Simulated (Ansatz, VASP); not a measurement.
## Ca2C in VASP and in Ansatz

```
C Ca
1.0
     0.00000    3.12858    3.12858
     3.12858    0.00000    3.12858
     3.12858    3.12858    0.00000
C Ca
1 2
Direct
  0.00000 0.00000 0.00000
  0.25000 0.25000 0.25000
  0.75000 0.75000 0.75000
```

The cell was built by a generator and needn't be a form met in nature.

Alike in both runs: task single point; functional PBE; k mesh 6 × 6 × 6; no spin polarisation.

```csv
,VASP,Ansatz
version,VASP 6.6.1,Ansatz 0.2.0
potentials or method,"VASP PAW PBE potentials, release 64 (C, Ca_sv)","plane waves, PAW"
plane-wave cutoff (eV),520,420
occupations,"gaussian, width 0.01 eV",fixed
valence electrons in the cell,24,24
```

```tsv
	VASP	Ansatz	Ansatz less VASP
gap on the k mesh at the Fermi level (eV)	0.20	0.21	+0.006
pressure (GPa)	0.9	0.7	-0.20
```

A k mesh can miss the band edges. As with any semilocal functional, this PBE gap is likely too small.
